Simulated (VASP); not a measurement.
## KCdCO3F: O into a neighbouring O vacancy

Wanted: the minimum-energy path in KCdCO3F for this move: O into a neighbouring O vacancy. The start is a cell from a database of measured crystal structures.

Program: VASP 6.6.1. Level of theory: LDA; plane waves and PAW (Cd, K_pv, F, O, C). Results are calculated unless marked as measured.

Report form: the programs' logs are mostly left out.

## (1) The host crystal

The structure is hexagonal, space group P-6m2 (No. 187). Conventional cell: a = 5.132 Å, b = 5.132 Å, c = 4.432 Å, α = 90.00°, β = 90.00°, γ = 120.00°. Nearest to Cd lie 2 F at 2.22 Å and 6 O at 2.58 Å. Nearest to K lie 6 O at 2.80 Å and 3 F at 2.96 Å. F has 2 Cd at 2.22 Å and 3 K at 2.96 Å nearest. Nearest to O lie 1 C at 1.25 Å and 2 Cd at 2.58 Å and 2 K at 2.80 Å. C has 3 O at 1.25 Å nearest. Farther neighbours and most contacts between anions are not listed.

## (2) Relax the host

The later steps need the crystal at this functional's own lattice; a raised cutoff keeps the stress reliable while the cell changes.

INCAR

```
SYSTEM = KCdCO3F
PREC = Accurate
ENCUT = 520
EDIFF = 1E-06
NELM = 120
ISMEAR = 0
SIGMA = 0.1
LREAL = .FALSE.
ALGO = Normal
GGA = CA
NBANDS = 31
LORBIT = 11
LWAVE = .FALSE.
LCHARG = .FALSE.
KPAR = 3
LASPH = .TRUE.
IBRION = 2
NSW = 40
ISIF = 3
EDIFFG = -0.02
POTIM = 0.4
```

POSCAR

```
KCdCO3F
1.0
    5.1324000000      0.0000000000      0.0000000000
   -2.5662000000      4.4447887824      0.0000000000
    0.0000000000      0.0000000000      4.4324000000
Cd K F O C
1 1 1 3 1
Direct
    0.6666666667      0.3333333333      0.5000000000
    0.0000000000      0.0000000000      0.0000000000
    0.6666666667      0.3333333333      0.0000000000
    0.6150000000      0.8075000000      0.5000000000
    0.1925000000      0.8075000000      0.5000000000
    0.1925000000      0.3850000000      0.5000000000
    0.3333333333      0.6666666667      0.5000000000
```

KPOINTS

```
Automatic mesh
0
Gamma
4 4 4
0 0 0
```

Potentials, in the order of the species: Cd, K_pv, F, O and C (LDA family, release 64).

Command:

```sh
> mpirun -np 3 vasp_std
```

Elapsed: 88 s, on 3 MPI ranks of Intel Xeon 6975P-C (Granite Rapids), shared host; peak memory 0.63 GiB; 3.8 min of CPU time.

The gap is read on the k-mesh alone, so it is an upper bound where the band edges lie off the mesh. The run keeps the 12 symmetry operations of its start, so it cannot find a distortion of lower symmetry.

The steps of the relaxation:

```tsv
step	energy less that of the first step (eV)	largest force (eV/Å)	pressure (GPa)	volume (Å³)
1	0.0000	2.8797	0.06	101.11
2	0.4798	4.4230	-12.71	101.16
3	-0.1494	0.0094	-4.97	101.13
4	-0.2523	0.0234	-2.35	96.70
5	-0.2756	0.0450	-0.21	93.78
6	-0.2757	0.0470	-0.02	93.57
7	-0.2792	0.2990	0.61	93.52
8	-0.2792	0.3093	0.63	93.52
9	-0.2814	0.2537	0.45	93.60
10	-0.2850	0.0896	-0.08	93.85
11	-0.2852	0.0364	-0.24	93.93
12	-0.2854	0.0208	-0.21	93.86
13	-0.2856	0.0236	-0.10	93.65
14	-0.2856	0.0290	-0.10	93.63
15	-0.2856	0.0266	0.08	93.53
16	-0.2856	0.0039	0.00	93.57
```

```tsv
conventional cell, symmetrised	before	after	change
a (Å)	5.132	4.973	-3.1 %
b (Å)	5.132	4.973	-3.1 %
c (Å)	4.432	4.369	-1.4 %
volume (Å³/atom)	14.44	13.37	-7.5 %
```

The atoms that moved most (Å, as changes of fractional coordinates times the final cell):

```tsv
atom	dx	dy	dz	length
O5	-0.061	0.035	0.000	0.070
O6	0.000	-0.070	0.000	0.070
O4	0.061	0.035	0.000	0.070
```

The relaxed structure:

```xyz
7
Lattice="4.9728 0.0000 0.0000 -2.4864 4.3065 0.0000 0.0000 0.0000 4.3694" Properties=species:S:1:pos:R:3 pbc="T T T"
Cd    2.4864    1.4355    2.1847
K     0.0000    0.0000    0.0000
F     2.4864    1.4355    0.0000
O     1.1112    3.5126    2.1847
O    -1.1112    3.5126    2.1847
O     0.0000    1.5879    2.1847
C     0.0000    2.8710    2.1847
```

A gap read on the k-mesh alone can miss the band edges.

Numbers from this step:

```yaml
electronic_cycles: 112
electrons: 48
free_energy_toten: -44.39 eV
fermi_energy: -0.2723 eV
labelled_metallic_from_the_levels_on_this_mesh: no
gap_on_the_k_mesh: 1.951 eV
least_direct_gap_on_the_k_mesh: 1.956 eV
```

The run ended after 16 ionic steps, 0.286 eV below its first step, once forces and stress met EDIFFG = -0.02.

## (3) Relax the host again, on a new basis

The volume changed by more than 5 %, so the plane waves of the start no longer fit; a second relaxation removes that error.

INCAR: that of step 2 with these lines changed.

```diff
@@ -17,3 +17,3 @@
 IBRION = 2
-NSW = 40
+NSW = 30
 ISIF = 3
```

POSCAR

```
KCdCO3F
1.0
    4.9727533416      0.0000000000      0.0000000000
   -2.4863766708      4.3065307206      0.0000000000
    0.0000000000      0.0000000000      4.3693651570
Cd K F O C
1 1 1 3 1
Direct
    0.6666666667      0.3333333333      0.5000000000
    0.0000000000      0.0000000000      0.0000000000
    0.6666666667      0.3333333333      0.0000000000
    0.6312895126      0.8156447563      0.5000000000
    0.1843552437      0.8156447563      0.5000000000
    0.1843552437      0.3687104874      0.5000000000
    0.3333333333      0.6666666667      0.5000000000
```

KPOINTS

```
Automatic mesh
0
Gamma
5 5 4
0 0 0
```

Command:

```sh
> mpirun -np 3 vasp_std
```

Elapsed: 10 s, on 3 MPI ranks; peak memory 0.62 GiB.

Little changed from the start: no atom moved by 0.005 Å and no cell edge by 0.1 %.

Numbers from this step:

```
electronic cycles   : 14
free energy (TOTEN) : -44.38 eV
Fermi energy        : -0.2722 eV
```

The start already met the threshold, so nothing moved.

## (4) Relax the start

System of this step: K4Cd4C4O11F4. The cell holds 27 atoms: 4 Cd, 4 K, 4 F, 11 O and 4 C. Its edges and angles: a = 9.658 Å, b = 9.658 Å, c = 6.620 Å, α = 107.4°, β = 107.4°, γ = 126.2°. It derives from KCdCO3F. Nearest the centre at fractional (0.658, 0.454, 0.612): C24 at 0.62 Å, O16 at 1.11 Å, O20 at 1.95 Å, Cd3 at 2.24 Å, F11 at 3.11 Å, F12 at 3.14 Å, Cd1 at 3.23 Å, Cd4 at 3.23 Å.

A path needs two true minima; the start is relaxed with symmetry off.

INCAR

```
SYSTEM = K4Cd4C4O11F4
PREC = Normal
ENCUT = 400
EDIFF = 1E-05
NELM = 120
ISMEAR = 0
SIGMA = 0.05
LREAL = Auto
ALGO = Fast
GGA = CA
NBANDS = 111
LORBIT = 11
LWAVE = .FALSE.
LCHARG = .FALSE.
KPAR = 3
LASPH = .TRUE.
IBRION = 2
NSW = 60
ISIF = 2
EDIFFG = -0.05
POTIM = 0.4
MAXMIX = 40
ISYM = 0
```

POSCAR

```
K4Cd4C4O11F4
1.0
   -7.4591300124      4.3065307206      4.3693651570
    7.4591300124     -4.3065307206      4.3693651570
    2.4863766708      4.3065307206     -4.3693651570
Cd K F O C
4 4 4 11 4
Direct
    0.4193307677      0.5857384687      0.5035567189
    0.9197905530      0.0827854818      0.5005328338
    0.9188504376      0.5837626197      0.0009442914
    0.4179839058      0.0852090617      0.0006904852
   -0.0014816940     -0.0027735296     -0.0020484072
    0.4994229023      0.5005810386      0.0013426102
    0.4994214202     -0.0018523579      0.4975317929
    0.0053089387      0.5032522692      0.5039531045
    0.1618802802      0.3252881082      0.4879683769
    0.6676601339      0.8332297478      0.4998951288
    0.6632202833      0.3354369221      0.0003856260
    0.1696858743      0.8397096298      0.0063604483
    0.1543787277      0.0630809207      0.7166931079
    0.1534087246      0.5628753149      0.2194113892
    0.6554037064      0.0641780902      0.2200316101
    0.6567462809      0.3412522203      0.5003159622
    0.1606260300      0.8451406070      0.5042980103
    0.1583736880      0.3402340365      0.0009029780
    0.6574265354      0.8447941090     -0.0019651681
    0.4307371706      0.3399690336      0.2721430238
    0.9327407835      0.8403552408      0.2775918176
    0.9337504578      0.3391142317      0.7750011538
    0.4323453726      0.8397595197      0.7796519264
    0.5854960922      0.4179191408      0.5047771098
    0.0856601380      0.9164895813      0.5009896126
    0.0791403425      0.4146760641      0.0005991689
    0.5840725501      0.9177022750     -0.0017740831
```

KPOINTS

```
Automatic mesh
0
Gamma
2 2 2
0 0 0
```

Command:

```sh
> mpirun -np 3 vasp_std
```

Elapsed: 18 min, on 3 MPI ranks; peak memory 1 GiB.

The steps of the relaxation (22 of 60):

```tsv
step	energy less that of the first step (eV)	largest force (eV/Å)
1	0.0000	2.7516
4	-0.2719	1.1507
7	-0.3311	0.7029
9	-0.3750	0.8966
12	-0.4365	0.5833
15	-0.4725	0.3721
18	-0.5011	0.8481
21	-0.5281	1.0734
23	-0.5493	0.5099
26	-0.6020	0.5617
29	-0.6409	0.7261
32	-0.6702	1.2363
35	-0.7196	0.8714
38	-0.7716	0.4909
40	-0.7965	1.0141
43	-0.8743	0.7679
46	-0.9201	0.6996
49	-1.0644	0.7241
52	-1.1202	0.9008
54	-1.1471	0.6587
57	-1.1680	1.4464
60	-1.2241	0.7773
```

The atoms that moved most (Å):

```tsv
atom	dx	dy	dz	length
O16	0.508	0.144	0.006	0.528
O13	0.206	-0.451	-0.012	0.497
O20	-0.441	-0.086	0.005	0.449
O17	0.313	0.228	-0.006	0.387
O21	-0.383	-0.021	0.014	0.384
Cd1	-0.283	0.217	-0.010	0.357
O18	0.178	0.247	0.004	0.304
C24	0.121	-0.273	0.001	0.299
```

The relaxed structure:

```xyz
27
Lattice="-7.4591 4.3065 4.3694 7.4591 -4.3065 4.3694 2.4864 4.3065 -4.3694" Properties=species:S:1:pos:R:3 pbc="T T T"
Cd    2.2104    1.6693    2.1816
Cd   -4.8577    5.6186    2.1861
Cd   -2.5700    1.5144    6.5533
Cd   -2.6088    1.5696    2.1899
K    -0.0956   -0.0574    0.0007
K    -0.0912   -0.0518    4.3622
K    -2.4239    4.3204   -0.0236
K     5.0329    0.0283    0.0170
F     2.5145    1.3334    0.0273
F     2.5131    1.3233    4.3493
F    -2.5469    1.5608    4.3814
F     4.9092   -2.7408    4.3616
O     1.3074    3.0282   -2.1931
O     3.7311   -0.9049    2.1851
O    -3.9339    3.5662    2.1813
O    -0.6014    3.6573    2.1802
O     6.6724   -0.5477    2.1849
O     1.5370   -0.5325    2.1787
O     1.3005   -0.9049    6.5602
O    -0.4411    1.4772    2.1833
O    -0.3823    1.5727    6.5485
O    -2.6415    5.9918    2.1856
O     5.0558    1.5690    2.1731
C     0.1266    2.6223    2.1796
C     7.5029   -1.5142    2.1808
C     2.5296   -1.3381    2.1813
C     2.4558   -1.4744    6.5523
```

The run used up its steps with a largest force of 0.78 eV/Å at its last finished step, so it is continued.

## (5) Going on with the relaxation

The relaxation goes on from where it stopped.

INCAR: that of step 4 with these lines changed.

```diff
@@ -20,3 +20,3 @@
 EDIFFG = -0.05
-POTIM = 0.4
+POTIM = 0.25
 MAXMIX = 40
```

POSCAR

```
K4Cd4C4O11F4
1.0
   -7.4591300124      4.3065307206      4.3693651570
    7.4591300124     -4.3065307206      4.3693651570
    2.4863766708      4.3065307206     -4.3693651570
Cd K F O C
4 4 4 11 4
Direct
    0.4434591584      0.5688101953      0.5129654068
    0.9024960988      0.0878994572      0.4900673757
    0.9257445320      0.5794253275      0.0053396713
    0.4328280258      0.0794028916      0.0110476526
    0.9934163556      0.9871337307      0.9803803336
    0.4931642629      0.4870017543      0.9818144808
    0.4989127993      0.0043826097      0.5086988695
    0.0052268219      0.5096356395      0.5109788640
    0.1579383742      0.3333553509      0.4850447909
    0.6513317627      0.8272000925      0.4831347569
    0.6825917707      0.3359026254      0.0157415621
    0.1808900281      0.8336105804      0.0162825363
    0.1006098565      0.0562780132      0.6588221890
    0.1449824890      0.5726651127      0.2175508333
    0.6636653166      0.0610929581      0.2255227294
    0.6741101933      0.4013329293      0.5764614261
    0.1864415869      0.8891291338      0.5755182553
    0.1874864132      0.3729423679      0.0617962324
    0.6456470734      0.8289389436      0.9731704645
    0.4213509962      0.2912405852      0.2129139213
    0.9319686474      0.8022269588      0.2354559639
    0.9457682570      0.3323429786      0.7779017408
    0.4308400094      0.8481021285      0.7815945017
    0.5538796064      0.4143780196      0.4694167197
    0.0737511400      0.9160589541      0.4906949154
    0.0942528227      0.4262807702      0.0213061010
    0.5786260047      0.9111377368      0.9901583346
```

KPOINTS is that of step 4.

Command:

```sh
> mpirun -np 3 vasp_std
```

Wall time 20 min (3 MPI ranks); peak memory 1.1 GiB.

The steps of the relaxation (22 of 60):

```tsv
step	energy less that of the first step (eV)	largest force (eV/Å)
1	0.0000	0.7704
4	-0.0277	0.3542
7	-0.0565	0.6816
9	-0.0852	0.3975
12	-0.1016	0.3697
15	-0.1218	0.3416
18	-0.1330	0.2624
21	-0.1428	0.3995
23	-0.1578	0.1696
26	-0.1656	0.2030
29	-0.1767	0.2078
32	-0.1843	0.2591
35	-0.1885	0.2954
38	-0.1987	0.2322
40	-0.1999	0.4831
43	-0.2083	0.3270
46	-0.2180	0.2633
49	-0.2271	0.2394
52	-0.2315	0.1921
54	-0.2372	0.1504
57	-0.2411	0.1440
60	-0.2462	0.0921
```

The atoms that moved most (Å):

```tsv
atom	dx	dy	dz	length
O23	-0.486	0.077	0.006	0.492
O19	0.175	0.382	-0.004	0.421
O15	0.110	-0.312	0.002	0.331
O16	0.198	0.014	0.008	0.199
O17	-0.151	-0.104	0.000	0.184
Cd4	0.004	-0.171	-0.006	0.171
F11	-0.129	-0.100	-0.008	0.164
F10	0.112	0.113	0.022	0.161
```

The relaxed structure:

```cif
data_structure
_symmetry_space_group_name_H-M 'P 1'
_symmetry_Int_Tables_number 1
_cell_length_a 9.6580
_cell_length_b 9.6580
_cell_length_c 6.6196
_cell_angle_alpha 107.375
_cell_angle_beta 107.375
_cell_angle_gamma 126.203
_cell_volume 374.29
loop_
_atom_site_label
_atom_site_type_symbol
_atom_site_fract_x
_atom_site_fract_y
_atom_site_fract_z
_atom_site_occupancy
Cd1 Cd 0.44610 0.57905 0.52560 1
Cd2 Cd 0.91227 0.09086 0.50418 1
Cd3 Cd 0.92728 0.58489 0.01255 1
Cd4 Cd 0.41224 0.06915 0.98168 1
K5 K 0.99968 0.00217 0.99283 1
K6 K 0.49052 0.49354 0.99386 1
K7 K 0.50084 0.00059 0.49931 1
K8 K 0.99861 0.49823 0.49978 1
F9 F 0.16419 0.34527 0.51121 1
F10 F 0.66693 0.84755 0.51411 1
F11 F 0.66999 0.31616 0.98529 1
F12 F 0.16917 0.81544 0.98607 1
O13 O 0.11461 0.05565 0.67022 1
O14 O 0.13890 0.57060 0.21029 1
O15 O 0.62773 0.05431 0.18232 1
O16 O 0.67663 0.42295 0.59878 1
O17 O 0.17438 0.86792 0.54214 1
O18 O 0.19017 0.37693 0.06781 1
O19 O 0.68961 0.86835 0.05738 1
O20 O 0.42223 0.29217 0.21454 1
O21 O 0.92628 0.80683 0.23401 1
O22 O 0.94467 0.32755 0.77289 1
O23 O 0.44052 0.80449 0.74622 1
C24 C 0.54885 0.42261 0.47187 1
C25 C 0.07162 0.91091 0.48269 1
C26 C 0.09275 0.42524 0.01888 1
C27 C 0.58459 0.90849 0.99328 1
```

The run used up its steps with a largest force of 0.09 eV/Å at its last finished step, short of the threshold.

## (6) Relax the end

The end state is relaxed in the same way, so that both ends share their errors.

INCAR: that of step 5 with these lines changed.

```diff
@@ -20,3 +20,3 @@
 EDIFFG = -0.05
-POTIM = 0.25
+POTIM = 0.4
 MAXMIX = 40
```

POSCAR

```
K4Cd4C4O11F4
1.0
   -7.4591300124      4.3065307206      4.3693651570
    7.4591300124     -4.3065307206      4.3693651570
    2.4863766708      4.3065307206     -4.3693651570
Cd K F O C
4 4 4 11 4
Direct
    0.4101444211      0.5790939360      0.4947090059
    0.9167798175      0.0844345214      0.5041449403
    0.9187733320      0.5849205665      0.0015498602
    0.4170452102      0.0851761767      0.0026554471
   -0.0026999521     -0.0044462311      0.0031567061
    0.4968144860      0.4964973419     -0.0001638880
    0.5004615345      0.0018869639      0.4984008091
    0.0043433315      0.5033138658      0.5020781552
    0.1611674307      0.3296208891      0.4977198468
    0.6648323477      0.8351542101      0.5031383426
    0.6681724646      0.3353514601     -0.0003766064
    0.1650631624      0.8317820937      0.0001161191
    0.1569456790      0.0669126865      0.7208103736
    0.1486376086      0.5612947639      0.2212211027
    0.6614479576      0.0675526742      0.2335821891
    0.6572658687      0.5618893407      0.7230034644
    0.1582316034      0.8419734247      0.4977698821
    0.1580636123      0.3412811802      0.0001528426
    0.6549045804      0.8379325527     -0.0028125795
    0.4292442990      0.3383846179      0.2726314485
    0.9341083835      0.8449223995      0.2792775101
    0.9328549505      0.3421946335      0.7760956646
    0.4323577904      0.8407072324      0.7783714996
    0.5795453033      0.4152399650      0.4996192839
    0.0861508059      0.9181267551      0.4968288806
    0.0788122810      0.4095958079     -0.0018063963
    0.5848805334      0.9171662944      0.0031301126
```

KPOINTS is that of step 5.

Command:

```sh
> mpirun -np 3 vasp_std
```

Wall time 21 min (3 MPI ranks); peak memory 1 GiB.

The steps of the relaxation (22 of 60):

```tsv
step	energy less that of the first step (eV)	largest force (eV/Å)
1	0.0000	2.3668
4	-0.2482	1.0718
7	-0.3053	0.6865
9	-0.3893	0.9014
12	-0.4325	0.4408
15	-0.4465	1.0460
18	-0.4846	0.4172
21	-0.5023	1.2319
23	-0.5201	0.7553
26	-0.5710	0.5202
29	-0.6506	0.7324
32	-0.6929	0.9720
35	-0.7331	1.0939
38	-0.8307	0.7722
40	-0.8747	1.0247
43	-0.9471	1.7189
46	-1.0546	0.6807
49	-1.1140	0.9633
52	-1.1921	0.5041
54	-1.2306	0.3591
57	-1.2630	0.4143
60	-1.3100	0.4375
```

The atoms that moved most (Å):

```tsv
atom	dx	dy	dz	length
O16	-0.677	0.159	0.006	0.696
O20	0.521	-0.076	0.010	0.526
O18	-0.137	-0.426	0.005	0.448
O13	-0.177	0.335	-0.028	0.380
Cd4	0.206	0.290	-0.011	0.356
C24	-0.186	-0.298	0.009	0.351
O22	0.300	-0.071	-0.009	0.309
O14	-0.238	0.174	0.050	0.299
```

The relaxed structure:

```xyz
27
Lattice="-7.4591 4.3065 4.3694 7.4591 -4.3065 4.3694 2.4864 4.3065 -4.3694" Properties=species:S:1:pos:R:3 pbc="T T T"
Cd    2.6560    1.4680    2.1817
Cd   -5.0510    5.6255    2.1796
Cd   -2.4560    1.5931    6.5379
Cd   -2.2627    1.7309    2.1718
K    -0.0365   -0.0579    0.0256
K    -0.0337   -0.0631    4.3320
K    -2.4169    4.3529   -0.0344
K     5.0299    0.0498    0.0028
F     2.5785    1.4204   -0.0261
F     2.5709    1.4314    4.3833
F    -2.5301    1.4252    4.3437
F     4.9241   -2.8830    4.3666
O     0.9439    3.8268   -2.1998
O     3.3896   -0.6509    2.1852
O    -3.8509    3.5439    2.1706
O     0.4091    3.6834    2.1742
O     6.2282   -0.8997    2.1695
O     1.2297   -1.2145    2.1860
O     1.3815   -0.8448    6.5477
O     0.5208    1.4895    2.1725
O     0.1865    1.7028    6.5424
O    -2.1759    5.8149    2.1712
O     5.0580    1.5752    2.1705
C    -0.1698    2.5615    2.1723
C     7.4455   -1.3192    2.1710
C     2.4647   -1.5506    2.1807
C     2.5247   -1.4635    6.5424
```

The run used up its steps with a largest force of 0.44 eV/Å at its last finished step, so it is continued.

(Part 1 of 2 ends here.)

[Lines on the potential files, build, host, timing and source positions are cut from VASP's logs without a mark.]

[Logs are printed without paths, hosts, clocks, repeated set-up lines and the standing remarks that a program may print on its own settings, such as how far it seeks lower states.]

[Hosts, paths, dates, database ids (printed as entryN), source tags and the programs' standing remarks are cut or masked in the printed files.]

[Runs that stopped without an error message from VASP are left out.]
